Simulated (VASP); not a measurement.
```
Nb3Si
1.0
    5.02449     0.00000     0.00000
    0.00000     5.02449     0.00000
    0.00000     0.00000     5.02449
Nb Si
6 2
Direct
  0.00000   0.50000   0.75000
  0.00000   0.50000   0.25000
  0.75000   0.00000   0.50000
  0.25000   0.00000   0.50000
  0.50000   0.75000   0.00000
  0.50000   0.25000   0.00000
  0.50000   0.50000   0.50000
  0.00000   0.00000   0.00000
```

Calculation: LDA (Ceperley-Alder, Perdew-Zunger), VASP's LDA PAW potentials (set 64) (plane waves; VASP). Run with 400 eV cut-off, Gaussian smearing of 0.050 eV, potentials Nb_sv Si.

Problem. Give the energies of bands 35 to 48 at the high-symmetry points, in eV from the Fermi level.

Solution. 
```csv
band,Γ,X,M,R
35,-2.62,-1.37,-2.67,-1.77
36,-1.75,-1.37,-2.13,-1.77
37,-1.75,-1.35,-1.73,-1.77
38,-1.75,-1.35,-0.70,-1.77
39,-1.51,-1.30,-0.06,-0.29
40,-0.72,-1.30,-0.06,-0.29
41,-0.72,-0.99,0.28,-0.29
42,-0.72,-0.99,0.28,-0.29
43,-0.05,-0.27,0.39,0.34
44,-0.05,-0.27,0.40,0.34
45,2.37,1.89,0.72,0.34
46,3.01,1.89,0.72,0.34
47,3.01,2.58,0.80,0.34
48,3.01,2.58,0.81,0.34
```

It has no gap at this level: it comes out as a metal or semimetal.

The structure comes from a computed database's Nb3Si entry (Pm-3n); how it stands against other phases isn't given here. It was relaxed first, which changed the volume by -6 %.
